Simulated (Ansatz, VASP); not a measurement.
# Cross-check of MgH2 between VASP and Ansatz, part 2 of 2

Wanted: the spread between two codes on one cell, functional and k mesh. The cell is taken from a series of runs on this material, whose earlier steps may have relaxed, scaled, displaced or heated it; both programs get it as it stands.

VASP 6.6.1 and Ansatz 0.2.0.

So far: The structure; VASP: dielectric response, PBE.

### Step 3. Ansatz: dielectric response, PBE

Level of this step: Ansatz beside VASP: Kohn-Sham DFT, plane waves, PBE (Ansatz).

Ansatz runs on its default PAW (the set named soft_2) files.

The same cell, functional and mesh now go to Ansatz, which takes its cutoff from its data sets.

Input file input.yaml:

```yaml
crystal:
  lattice:
    - [4.5168, 0.0, 0.0]
    - [0.0, 4.5168, 0.0]
    - [0.0, 0.0, 3.0205]
  atoms:
    - { symbol: Mg, position: [0.0, 0.0, 0.0] }
    - { symbol: Mg, position: [0.5, 0.5, 0.5] }
    - { symbol: H, position: [0.306, 0.306, 0.0] }
    - { symbol: H, position: [0.194, 0.806, 0.5] }
    - { symbol: H, position: [0.694, 0.694, 0.0] }
    - { symbol: H, position: [0.806, 0.194, 0.5] }
kpoints:
  mp_grid: { grid: [6, 6, 8] }
hamiltonian:
  xc: pbe
scf:
  occupations: { method: fixed }
dielectric: {}
```

Command:

```bash
$ ansatz run input.yaml --threads 8 --pin off --max-ram 14745MiB --backend cpu --events-out ev --progress --plain --runs-dir out
```

Numbers of over 12 decimals in the logs are rounded to 6 here.

What it wrote:

```text
Engine: ansatz 0.2.0, aarch64-unknown-linux-gnu
Pseudopotentials: kind: paw
Pseudopotential: Mg, paw, valence charge 10, recommended cutoff 420 eV (normal), Mg.paw.azcp
Pseudopotential: H, paw, valence charge 1, recommended cutoff 420 eV (normal), H.paw.azcp
Functional definition: PBE
  parameter kappa = 0.804
  parameter beta = 0.066725
  exchange = pbe_x(kappa = kappa, mu = beta*pi^2/3)
  correlation = pbe_c(beta = beta)
Crystal: 6 atoms, lattice volume = 61.623 Å³
Basis set: ecut = 420 eV, 1195 PW (Γ), exchange–correlation on 64×64×48 points (8 copies of the dense FFT grid, shifted against one another)
Bands: 18, of which v1, the nominal top of the filled ones, is band 12 counted from 1 (11 counted from 0)
Symmetry: 16 space group operations
k-points: 104 of 288 (irreducible under 2 space group operations, time reversal used)
Non-local potential: Mg, projectors of the file, l = 0: 3, l = 1: 2, l = 2: 1
Non-local potential: H, projectors of the file, l = 0: 2, l = 1: 1
PAW form: soft (Blöchl's): semilocal exchange-correlation on the pseudo side does not see the compensation charge
PAW one-centre angular grid: Mg, 110 points (default); XC on 64 Gauss nodes
PAW one-centre angular grid: H, 110 points (default); XC on 64 Gauss nodes
Initial density: superposition of atomic densities (neutral atoms: chi_scale 0, normalization atom), corrected by the library's trained network
Initial wavefunctions: pseudopotential atomic-orbital guess
Functional: x = pbe(κ = 0.804, μ = 0.219515), c = pbe(β = 0.066725)
SCF iter   1: F=—  HF=-3912.185220 eV  |F-HF|=—  |Δ(HF+E_count)|=         —  Δρ=4.51e-4  dr2=5.68e-5  ethr=1.77e-3  ⟨swp⟩=4.9  Hψ=7826  notcnv=0  defer=406
preconditioner: auto → none  [insulator: Δε(μ)=3.797 eV  Ē_g=10.045 eV  n_scr=10 (ndim 8)  ℏωp=13.4 eV  f_vac=0.000  ε∞_Penn≈2.8]
SCF iter   2: F=—  HF=-3912.184502 eV  |F-HF|=—  |Δ(HF+E_count)|=   7.19e-4  Δρ=2.42e-4  dr2=1.34e-5  ethr=2.37e-7  ⟨swp⟩=2.7  Hψ=4265  notcnv=0  defer=416
SCF iter   3: F=—  HF=-3912.184540 eV  |F-HF|=—  |Δ(HF+E_count)|=   3.87e-5  Δρ=1.02e-4  dr2=2.31e-6  ethr=5.60e-8  ⟨swp⟩=2.0  Hψ=2709  notcnv=0  defer=296
SCF iter   4: F=—  HF=-3912.184559 eV  |F-HF|=—  |Δ(HF+E_count)|=   1.86e-5  Δρ=2.02e-5  dr2=9.16e-8  ethr=9.63e-9  ⟨swp⟩=2.0  Hψ=2807  notcnv=0  defer=206
SCF iter   5: F=—  HF=-3912.184559 eV  |F-HF|=—  |Δ(HF+E_count)|=   1.15e-7  Δρ=1.76e-6  dr2=8.35e-10  ethr=3.82e-10  ⟨swp⟩=2.0  Hψ=2931  notcnv=0  defer=206
SCF iter   6: F=-3912.184559 eV  HF=-3912.184559 eV  |F-HF|=1.96e-11  |Δ(HF+E_count)|=  9.75e-10  Δρ=3.29e-7  dr2=2.35e-11  ethr=1.00e-12  ⟨swp⟩=8.1  Hψ=6939  notcnv=0
SCF 1 converged in 6 iterations: F = -3912.184559 eV  dr2 = 2.35e-11
  greatest PAW one-centre occupation: 1.000 electrons in one spin orbital (limit 2), on the Mg atom at site 1 (counted from 0), in its partial waves of l = 0
DFPT response loops at Γ: preconditioner auto → none (the input reference at scf.mixing.eps_inf says where Resta's filter doesn't serve); β = 0.50; Broyden in place of MSR1
── the response to a field inside a basis, on 6×6×8 k-points: an SCF that follows is theirs, and a resumed run solves both again ──
Bands: 13, of which v1, the nominal top of the filled ones, is band 12 counted from 1 (11 counted from 0)
k-points: 24 of 288
Initial density: handed on by an earlier stage of this run
Initial wavefunctions: pseudopotential atomic-orbital guess (no wavefunctions were taken with the density)
Eigensolver: Dense (24 Hₖ)
SCF iter   1: F=—  HF=-3912.184108 eV  |F-HF|=—  |Δ(HF+E_count)|=         —  Δρ=2.90e-4  dr2=1.14e-5  ethr=1.00e-1
preconditioner: auto → none  [insulator: Δε(μ)=3.901 eV  Ē_g=7.506 eV  n_scr=10 (ndim 8)  ℏωp=13.4 eV  f_vac=0.000  ε∞_Penn≈4.2]
SCF iter   2: F=—  HF=-3912.184118 eV  |F-HF|=—  |Δ(HF+E_count)|=   1.05e-5  Δρ=1.38e-4  dr2=2.31e-6  ethr=4.73e-8
SCF iter   3: F=-3912.184123 eV  HF=-3912.184123 eV  |F-HF|=6.73e-8  |Δ(HF+E_count)|=   4.44e-6  Δρ=1.50e-5  dr2=3.95e-8  ethr=9.62e-9
SCF 1 converged in 3 iterations: F = -3912.184123 eV  dr2 = 3.95e-8
DFPT response loops at Γ: mixed as the last ones told, above
SCF converged after 6 iterations
Free energy (F): -3912.184559 eV
Harris-Foulkes:  -3912.184559 eV  (|F-HF|=1.96e-11)
Internal energy: -3912.184559 eV  (E = F + TS)
E sigma→0 (E₀):  -3912.184559 eV
Fermi energy:    1.776463 eV
--- Per-component energies (eV) ---
  E_band       = -753.008803
  E_kinetic    = 207.816578
  E_local      = -3454.350248  (includes V_loc(G=0)·N_el)
  E_nonlocal   = 195.967871
  E_hartree    = 1239.208933
  E_xc         = -95.016285
  E_vxc        = -122.626565  (∫ρ·V_xc dr)
  E_paw        = -586.671072  (= ΣΔE_a)
  E_vpaw       = -58.228773  (= ΣTr[D̂ρ^β])
  E_aug_tail   = -0.005291  (compensation charges beyond the density's cutoff)
  E_ewald      = -1419.135044
  E_smearing   = -0.000000  (= −TS)
  E_closure    = 0.000000  (closes the sum)
  Σ components = -3912.184559   (vs F -3912.184559, Δ=0.00e0)
--- Band table (eV; the first three rows and the last of 104) ---
  k-point 0: bands = [... 8 lower, -4.6186, 0.3699, 0.3699, 1.3012, 6.5357, 6.8848, 10.9141, 10.9141, ... 2 higher]
  k-point 1: bands = [... 8 lower, -4.3850, 0.5232, 0.5232, 1.3052, 6.7920, 6.9673, 10.6168, 11.0431, ... 2 higher]
  k-point 2: bands = [... 8 lower, -3.6975, 0.9414, 0.9414, 1.0854, 6.9308, 7.5610, 9.3798, 10.7555, ... 2 higher]
  k-point 103: bands = [... 8 lower, -0.0993, -0.0993, 0.8679, 0.8679, 5.6487, 5.6487, 5.9761, 5.9761, ... 2 higher]
--- Dielectric response (ions clamped): 3 representative field directions + reference, inside a basis on a mesh of 288 k-points (Σ response iterations 12) ---
  ε∞ (high-frequency dielectric tensor):
        3.949730     0.000000     0.000000
        0.000000     3.949730     0.000000
        0.000000     0.000000     3.999165
  Born effective charges Z* (e; rows j = field, columns β = displacement):
    site 0:
         1.87485    0.13733    0.00000
         0.13733    1.87485    0.00000
         0.00000    0.00000    1.97096
    site 1:
         1.87485   -0.13733    0.00000
        -0.13733    1.87485    0.00000
         0.00000    0.00000    1.97096
    site 2:
        -0.93742   -0.22564    0.00000
        -0.22564   -0.93742    0.00000
         0.00000    0.00000   -0.98548
    site 3:
        -0.93742    0.22564    0.00000
         0.22564   -0.93742    0.00000
         0.00000    0.00000   -0.98548
    site 4:
        -0.93742   -0.22564    0.00000
        -0.22564   -0.93742    0.00000
         0.00000    0.00000   -0.98548
    site 5:
        -0.93742    0.22564    0.00000
         0.22564   -0.93742    0.00000
         0.00000    0.00000   -0.98548
  Z* charge neutrality: 7.180e-4 e pre-enforcement
  solved inside a basis spanned on kpoints, on 6×6×8 k-points, its susceptibility summed on 8×8×12: ε∞ is read to err by 9.0e-3, Z* by 1.1e-2 e (field_mesh: kpoints solves on kpoints); Z* is corrected for what the basis lacks
```

### Step 4. Side by side

Known differences besides the potentials themselves: fixed occupations in Ansatz, narrow Gaussian smearing in VASP; VASP's response is taken on the typed mesh, Ansatz refines its own for the field response alone; the data sets hold 24 valence electrons in Ansatz (on its default PAW (the set named soft_2) files) and 8 in VASP; the cutoff is 420 eV in Ansatz and 520 eV in VASP. Total energies have different zeros and are not compared.

Compared:

```
quantity  Ansatz  VASP  difference
   ε∞ xx    3.95  3.91     +1.01 %
   ε∞ yy    3.95  3.91     +1.01 %
   ε∞ zz    4.00  3.95     +1.28 %
```

### Step 5. Summary of results

| Item | Value |
| --- | --- |
| difference in ε∞ zz (dielectric response, PBE) | 1.3 % |

The difference in ε∞ zz is 1.3 % (dielectric response, PBE), within the 5 % picked in this series as the mark of a large difference. The data sets hold unlike numbers of valence electrons (24 in Ansatz and 8 in VASP), so part of the differences comes from the potentials. How closely two codes agree says nothing of how well the functional describes the real material.

[Lines on the potential files, build, host, timing and source positions are cut from VASP's logs without a mark.]

[Logs are printed without paths, hosts, clocks, repeated set-up lines and the standing remarks that a program may print on its own settings, such as how far it seeks lower states.]

[Hosts, paths, dates, database ids (printed as entryN), source tags and the programs' standing remarks are cut or masked in the printed files.]
